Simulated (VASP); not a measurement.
Data:

```yaml
crystal:
  lattice:
    - [0.00000, 3.51443, 3.51443]
    - [3.51443, 0.00000, 3.51443]
    - [3.51443, 3.51443, 0.00000]
  atoms:
    - { symbol: Sr, position: [0.00000, 0.00000, 0.00000] }
    - { symbol: Cl, position: [0.25000, 0.25000, 0.25000] }
    - { symbol: Cl, position: [0.75000, 0.75000, 0.75000] }
```

Level of theory: PW91 GGA, VASP's PBE PAW potentials (set 64) (plane waves; VASP). Settings: 520 eV cut-off, Gaussian smearing of 0.050 eV, potentials Sr_sv Cl.

Q: Estimate the band gap (along the path) with the smallest direct gap where there is one.

A: 
The band gap (along the path) is 5.27 eV and the smallest direct gap (along the path) is 5.52 eV.

The compound is SrCl2 in the fluorite structure. It was relaxed first.
